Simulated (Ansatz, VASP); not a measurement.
## Cross-check of PtSe2 between VASP and Ansatz

Wanted: the spread between two codes on one cell, functional and k mesh. The cell is taken from a series of runs on this material, whose earlier steps may have relaxed, scaled, displaced or heated it; both programs get it as it stands.

Method: plane waves, with VASP 6.6.1 beside it; PBE with D3(BJ), in Ansatz 0.2.0.

### 1. Starting point

The cell holds 3 atoms: 1 Pt and 2 Se. Its edges and angles: a = 3.707 Å, b = 3.707 Å, c = 29.000 Å, α = 90.0°, β = 90.0°, γ = 120.0°. Vacuum lies along c.

Coordinates:

```xyz
3
Lattice="3.7070 0.0000 0.0000 -1.8535 3.2103 0.0000 0.0000 0.0000 29.0000" Properties=species:S:1:pos:R:3
Pt    0.0000    0.0000    9.3000
Se    0.0000    2.1402   10.6245
Se    1.8535    1.0701    7.9755
```

### 2. VASP: zone-centre phonons, PBE with D3(BJ)

Second derivatives magnify differences that forces hide, and they need a tight electronic threshold.

Lines of VASP's logs that name or quote its potential files are left out, and so is its time.

INCAR reads:

```
SYSTEM = PtSe2
PREC = Accurate
ENCUT = 500
EDIFF = 1E-08
NELM = 120
ISMEAR = 0
SIGMA = 0.01
LREAL = .FALSE.
ALGO = Normal
GGA = PE
IVDW = 12
NBANDS = 17
LASPH = .TRUE.
LORBIT = 11
LWAVE = .FALSE.
LCHARG = .FALSE.
ISIF = 2
IBRION = 6
NFREE = 2
POTIM = 0.015
NSW = 1
GGA_COMPAT = .FALSE.
EFERMI = MIDGAP
NELMDL = -8
KPAR = 2
```

POSCAR reads:

```
PtSe2
1.0
    3.7069622874      0.0000000000      0.0000000000
   -1.8534811437      3.2103235118      0.0000000000
    0.0000000000      0.0000000000     28.9999648000
Pt Se
1 2
Direct
    0.0000000000      0.0000000000      0.3206900444
    0.3333333333      0.6666666667      0.3663630245
    0.6666666667      0.3333333333      0.2750170643
```

KPOINTS reads:

```
Automatic mesh
0
Gamma
9 9 1
0 0 0
```

PAW data sets: Pt and Se (PBE family, release 64).

Run with:

```sh
$ mpirun -np 2 vasp_std
```

Numbers of over 12 decimals in the logs are rounded to 6 here.

Output:

```text
[banner, memory and clock lines left out]
running    2 mpi-ranks, on    1 nodes
 distrk:  each k-point on    1 cores,    2 groups
 distr:  one band on    1 cores,    1 groups

 POSCAR found type information on POSCAR PtSe
 POSCAR found :  2 types and       3 ions
 LDA part: xc-table for (Slater+PW92), standard interpolation
 POSCAR, INCAR and KPOINTS ok, starting setup
 FFT: planning ... GRIDC
 FFT: planning ... GRID_SOFT
 FFT: planning ... GRID
 WAVECAR not read
 entering main loop
       N       E                     dE             d eps       ncg     rms          rms(c)
DAV:   1     0.173869819841E+03    0.17387E+03   -0.67183E+03   408   0.880E+02
DAV:   2     0.355621946914E+01   -0.17031E+03   -0.16179E+03   704   0.159E+02
DAV:   3    -0.148369194070E+02   -0.18393E+02   -0.18061E+02   506   0.664E+01
DAV:   4    -0.151339261568E+02   -0.29701E+00   -0.29645E+00   557   0.100E+01
DAV:   5    -0.151392080495E+02   -0.52819E-02   -0.52785E-02   543   0.124E+00
DAV:   6    -0.151394123985E+02   -0.20435E-03   -0.20434E-03   581   0.225E-01
DAV:   7    -0.151394197059E+02   -0.73074E-05   -0.73071E-05   604   0.368E-02
DAV:   8    -0.151394199408E+02   -0.23484E-06   -0.23480E-06   563   0.493E-03    0.123E+01
DAV:   9    -0.144945287275E+02    0.64489E+00   -0.48051E+00   465   0.199E+01    0.685E+00
DAV:  10    -0.143452146845E+02    0.14931E+00   -0.14253E+00   457   0.116E+01    0.315E+00
DAV:  11    -0.142901705108E+02    0.55044E-01   -0.11528E-01   502   0.342E+00    0.696E-01
DAV:  12    -0.142869901377E+02    0.31804E-02   -0.28495E-02   575   0.137E+00    0.213E-01
DAV:  13    -0.142871079859E+02   -0.11785E-03   -0.13382E-03   524   0.252E-01    0.206E-01
DAV:  14    -0.142873035002E+02   -0.19551E-03   -0.22495E-04   520   0.133E-01    0.203E-01
[...]
DAV:  25    -0.142873316807E+02   -0.24169E-05   -0.26698E-07   520   0.226E-03    0.150E-03
DAV:  26    -0.142873327715E+02   -0.10908E-05   -0.17201E-08   441   0.512E-04    0.159E-03
DAV:  27    -0.142873333145E+02   -0.54295E-06   -0.41992E-08   528   0.910E-04    0.229E-04
DAV:  28    -0.142873336213E+02   -0.30680E-06   -0.43745E-09   438   0.332E-04    0.454E-04
DAV:  29    -0.142873338065E+02   -0.18528E-06   -0.22755E-09   420   0.246E-04    0.946E-05
DAV:  30    -0.142873338795E+02   -0.72954E-07   -0.10338E-09   398   0.192E-04    0.150E-04
DAV:  31    -0.142873339600E+02   -0.80491E-07   -0.33609E-10   393   0.124E-04    0.143E-05
DAV:  32    -0.142873339671E+02   -0.71157E-08    0.72974E-10   431   0.265E-05
   1 F= -.15183216E+02 E0= -.15183216E+02  d E =0.000000E+00
[... from here on, the cycles between the ionic steps are left out ...]
   2 F= -.15181449E+02 E0= -.15181449E+02  d E =0.000000E+00
   3 F= -.15181449E+02 E0= -.15181449E+02  d E =0.000000E+00
   4 F= -.15181373E+02 E0= -.15181373E+02  d E =0.000000E+00
   5 F= -.15181375E+02 E0= -.15181375E+02  d E =0.000000E+00
   6 F= -.15182286E+02 E0= -.15182286E+02  d E =0.000000E+00
   7 F= -.15182286E+02 E0= -.15182286E+02  d E =0.000000E+00
   8 F= -.15182092E+02 E0= -.15182092E+02  d E =0.000000E+00
 Finite differences progress:
  Degree of freedom:   4/  4
  Displacement:        1/  2
  Total:               7/  8
 bond charge predicted
       N       E                     dE             d eps       ncg     rms          rms(c)
DAV:   1    -0.142834720257E+02    0.38672E-02   -0.75583E-01   408   0.450E+00    0.379E-01
DAV:   2    -0.142850902736E+02   -0.16182E-02   -0.21073E-02   501   0.782E-01    0.147E-01
DAV:   3    -0.142850913928E+02   -0.11191E-05   -0.42814E-04   510   0.145E-01    0.886E-02
DAV:   4    -0.142850953515E+02   -0.39588E-05   -0.17904E-04   494   0.871E-02    0.283E-02
DAV:   5    -0.142850885129E+02    0.68386E-05   -0.60069E-05   499   0.523E-02    0.681E-03
DAV:   6    -0.142850886868E+02   -0.17388E-06   -0.57124E-06   548   0.156E-02    0.608E-03
DAV:   7    -0.142850892010E+02   -0.51419E-06   -0.94826E-07   523   0.603E-03    0.278E-03
DAV:   8    -0.142850903418E+02   -0.11408E-05   -0.28087E-07   526   0.241E-03    0.664E-04
DAV:   9    -0.142850913860E+02   -0.10442E-05   -0.50686E-08   448   0.122E-03    0.399E-04
DAV:  10    -0.142850933521E+02   -0.19661E-05   -0.17382E-07   514   0.134E-03    0.282E-04
DAV:  11    -0.142850945175E+02   -0.11654E-05   -0.72167E-08   452   0.706E-04    0.165E-04
DAV:  12    -0.142850953993E+02   -0.88178E-06   -0.68694E-08   420   0.559E-04    0.849E-05
DAV:  13    -0.142850957906E+02   -0.39128E-06   -0.23974E-08   422   0.321E-04    0.478E-05
DAV:  14    -0.142850959627E+02   -0.17211E-06   -0.10056E-08   402   0.197E-04    0.245E-05
DAV:  15    -0.142850960225E+02   -0.59789E-07   -0.24983E-09   410   0.107E-04    0.163E-05
DAV:  16    -0.142850960503E+02   -0.27788E-07   -0.42093E-10   423   0.685E-05    0.707E-06
DAV:  17    -0.142850960584E+02   -0.81341E-08    0.62424E-10   425   0.308E-05
   9 F= -.15182099E+02 E0= -.15182099E+02  d E =0.000000E+00
 Finite differences progress:
  Degree of freedom:   4/  4
  Displacement:        2/  2
  Total:               8/  8
```

From OUTCAR (step 2):

```text
ion  position               nearest neighbor table
   1  0.000  0.000  0.321-   2 2.52   3 2.52   3 2.52   2 2.52   3 2.52   2 2.52
   2  0.333  0.667  0.366-   1 2.52   1 2.52   1 2.52
   3  0.667  0.333  0.275-   1 2.52   1 2.52   1 2.52

  LATTYP: Found a hexagonal cell.
 ALAT       =     3.7069622874
 C/A-ratio  =     7.8231075883

 Subroutine GETGRP returns: Found 12 space group operations
 (whereof  6 operations were pure point group operations)

The static configuration has the point symmetry C_3v.
 The point group associated with its full space group is D_3d.

 Found     12 irreducible k-points:

   k-points           NKPTS =     12   k-points in BZ     NKDIM =     12   number of bands    NBANDS=     17

   dimension x,y,z NGX =    28 NGY =   28 NGZ =  216
   dimension x,y,z NGXF=    56 NGYF=   56 NGZF=  432

   ENCUT  =  500.0 eV  36.75 Ry    6.06 a.u.   6.76  6.76 52.87*2*pi/ulx,y,z

   NELECT =      22.0000    total number of electrons

 k-points in reciprocal lattice and weights: Automatic mesh
   0.00000000  0.00000000  0.00000000       0.012
   0.11111111  0.00000000  0.00000000       0.074
   0.22222222 -0.00000000  0.00000000       0.074
   0.33333333 -0.00000000  0.00000000       0.074
   0.44444444 -0.00000000  0.00000000       0.074
   0.11111111  0.11111111  0.00000000       0.074
   0.22222222  0.11111111  0.00000000       0.148
   0.33333333  0.11111111  0.00000000       0.148
   0.44444444  0.11111111  0.00000000       0.074
   0.22222222  0.22222222  0.00000000       0.074
   0.33333333  0.22222222  0.00000000       0.148
   0.33333333  0.33333333  0.00000000       0.025

 Edisp (eV)   -0.89475

 average (electrostatic) potential at core
       1 -77.8596       2 -61.8059       3 -61.7879

 E-fermi :  -3.0244

 k-point     1 :       0.0000    0.0000    0.0000
  band No.  band energies     occupation
    ...
      7      -6.5996      2.00000
      8      -4.9924      2.00000
      9      -4.3662      2.00000
     10      -3.7088      2.00000
     11      -3.7088      2.00000
     12      -0.7200      0.00000
     13      -0.7200      0.00000
     14       0.8200      0.00000
     15       1.5026      0.00000
     16       1.8858      0.00000
    ...

 k-point     2 :       0.1111    0.0000    0.0000
  band No.  band energies     occupation
    ...
      7      -6.6906      2.00000
      8      -5.3904      2.00000
      9      -4.1462      2.00000
     10      -3.8031      2.00000
     11      -3.7136      2.00000
     12      -1.5120      0.00000
     13      -0.9070      0.00000
     14       1.2441      0.00000
     15       1.7122      0.00000
     16       2.1867      0.00000
    ...

 k-point     3 :       0.2222   -0.0000    0.0000
  band No.  band energies     occupation
    ...
      7      -6.8145      2.00000
      8      -5.8970      2.00000
      9      -4.1352      2.00000
     10      -3.9415      2.00000
     11      -3.9303      2.00000
     12      -2.3399      0.00000
     13      -1.1247      0.00000
     14       1.9356      0.00000
     15       2.1017      0.00000
     16       2.3742      0.00000
    ...

 Edisp (eV)   -0.89700

  Total       0.16606     0.16606     0.21888     0.00000     0.00000    -0.00000
  in kB       0.77093     0.77093     1.01612     0.00000     0.00000    -0.00000
  external pressure =        0.85 kB  Pullay stress =        0.00 kB

  energy-cutoff  :      500.00
  volume of cell :      345.12
      direct lattice vectors                 reciprocal lattice vectors
     3.706962287  0.000000000  0.000000000     0.269762658  0.155747543  0.000000000
    -1.853481144  3.210323512  0.000000000     0.000000000  0.311495086  0.000000000
     0.000000000  0.000000000 28.999964800     0.000000000  0.000000000  0.034482800

 POSITION                                       TOTAL-FORCE (eV/Angst)
 -----------------------------------------------------------------------------------
      0.00000      0.00000      9.30000         0.000000      0.000000     -0.124488
     -0.00000      2.14022     10.60951         0.000000      0.000000      0.151236
      1.85348      1.07011      7.97549        -0.000000     -0.000000     -0.026748
 -----------------------------------------------------------------------------------
    total drift:                               -0.000000      0.000000     -0.000140

  FREE ENERGIE OF THE ION-ELECTRON SYSTEM (eV)
  ---------------------------------------------------
  free  energy   TOTEN  =       -15.1820994684 eV

  energy  without entropy=      -15.1820994684  energy(sigma->0) =      -15.18209947

 Eigenvectors and eigenvalues of the dynamical matrix
 ----------------------------------------------------

   1 f  =    6.769244 THz    42.532414 2PiTHz  225.797671 cm-1    27.995331 meV
             X         Y         Z           dx          dy          dz
      0.000000  0.000000  9.300000    -0.000000    0.000000    0.668902
     -0.000000  2.140216 10.624515     0.000000   -0.000000   -0.525629
      1.853481  1.070108  7.975485     0.000000   -0.000000   -0.525629

   2 f  =    6.631331 THz    41.665884 2PiTHz  221.197408 cm-1    27.424971 meV
             X         Y         Z           dx          dy          dz
      0.000000  0.000000  9.300000    -0.000010   -0.668997    0.000000
     -0.000000  2.140216 10.624515     0.000008    0.525568   -0.000000
      1.853481  1.070108  7.975485     0.000008    0.525568   -0.000000

   3 f  =    6.631331 THz    41.665884 2PiTHz  221.197408 cm-1    27.424971 meV
             X         Y         Z           dx          dy          dz
      0.000000  0.000000  9.300000    -0.668997    0.000010   -0.000000
     -0.000000  2.140216 10.624515     0.525568   -0.000008    0.000000
      1.853481  1.070108  7.975485     0.525568   -0.000008    0.000000

   4 f  =    6.029951 THz    37.887300 2PiTHz  201.137517 cm-1    24.937863 meV
             X         Y         Z           dx          dy          dz
      0.000000  0.000000  9.300000     0.000000   -0.000000    0.000000
     -0.000000  2.140216 10.624515    -0.000000    0.000000   -0.707107
      1.853481  1.070108  7.975485     0.000000   -0.000000    0.707107

   5 f  =    5.187177 THz    32.591996 2PiTHz  173.025607 cm-1    21.452431 meV
             X         Y         Z           dx          dy          dz
      0.000000  0.000000  9.300000    -0.000000    0.000000    0.000000
     -0.000000  2.140216 10.624515    -0.000016   -0.707107   -0.000000
      1.853481  1.070108  7.975485     0.000016    0.707107    0.000000

   6 f  =    5.187177 THz    32.591996 2PiTHz  173.025607 cm-1    21.452431 meV
             X         Y         Z           dx          dy          dz
      0.000000  0.000000  9.300000    -0.000000    0.000000    0.000000
     -0.000000  2.140216 10.624515     0.707107   -0.000016   -0.000000
      1.853481  1.070108  7.975485    -0.707107    0.000016    0.000000

   7 f/i=    0.000434 THz     0.002728 2PiTHz    0.014482 cm-1     0.001796 meV
             X         Y         Z           dx          dy          dz
      0.000000  0.000000  9.300000     0.000000   -0.000000   -0.743351
     -0.000000  2.140216 10.624515     0.000000   -0.000000   -0.472985
      1.853481  1.070108  7.975485     0.000000   -0.000000   -0.472985

   8 f/i=    0.001274 THz     0.008002 2PiTHz    0.042480 cm-1     0.005267 meV
             X         Y         Z           dx          dy          dz
      0.000000  0.000000  9.300000    -0.363796    0.648148   -0.000000
     -0.000000  2.140216 10.624515    -0.231539    0.412514   -0.000000
      1.853481  1.070108  7.975485    -0.231539    0.412514   -0.000000

   9 f/i=    0.001274 THz     0.008002 2PiTHz    0.042480 cm-1     0.005267 meV
             X         Y         Z           dx          dy          dz
      0.000000  0.000000  9.300000    -0.648148   -0.363796    0.000000
     -0.000000  2.140216 10.624515    -0.412514   -0.231539    0.000000
      1.853481  1.070108  7.975485    -0.412514   -0.231539    0.000000

 ELASTIC MODULI CONTR FROM IONIC RELAXATION (kBar)
 Direction    XX          YY          ZZ          XY          YZ          ZX
 --------------------------------------------------------------------------------
 XX        -159.7154    -77.9055   -150.8148      0.0000     76.1278     -0.0000
 YY         -77.9055   -159.7154   -150.8148      0.0000    -76.1278     -0.0000
 ZZ        -150.8148   -150.8148   -191.4401      0.0000     -0.0000     -0.0000
 XY           0.0000      0.0000      0.0000    -40.9050     -0.0000     76.1279
 YZ          76.1278    -76.1278     -0.0000     -0.0000   -141.6806      0.0000
 ZX          -0.0000     -0.0000     -0.0000     76.1279      0.0000   -141.6809
 --------------------------------------------------------------------------------

 total charge
# of ion       s       p       d       tot
------------------------------------------
    1        0.679   0.706   7.999   9.384
    2        1.477   2.253   0.057   3.786
    3        1.477   2.253   0.057   3.786
--------------------------------------------------
tot          3.632   5.211   8.114  16.957

[... 3 further parts left out ...]
```

CONTCAR:

```
PtSe2
   1.00000000000000
     3.7069622874000001    0.0000000000000000    0.0000000000000000
    -1.8534811437000001    3.2103235118000000    0.0000000000000000
     0.0000000000000000    0.0000000000000000   28.9999648000000008
  Pt              Se
     1     2
Direct
     0.0000000000000000    0.0000000000000000    0.3206900444000027
     0.3333333332999970    0.6666666667000030    0.3658457824928684
     0.6666666667000030    0.3333333332999970    0.2750170643000018
```

The last energy, forces, stress and levels in OUTCAR belong to the last displaced cell, not to the cell of POSCAR.

Levels, forces or a CONTCAR printed for this step are those of its last displaced cell, not of the structure at rest.

[end of part 1 of 2]

[Lines on the potential files, build, host, timing and source positions are cut from VASP's logs without a mark.]

[Logs are printed without paths, hosts, clocks, repeated set-up lines and the standing remarks that a program may print on its own settings, such as how far it seeks lower states.]

[Hosts, paths, dates, database ids (printed as entryN), source tags and the programs' standing remarks are cut or masked in the printed files.]
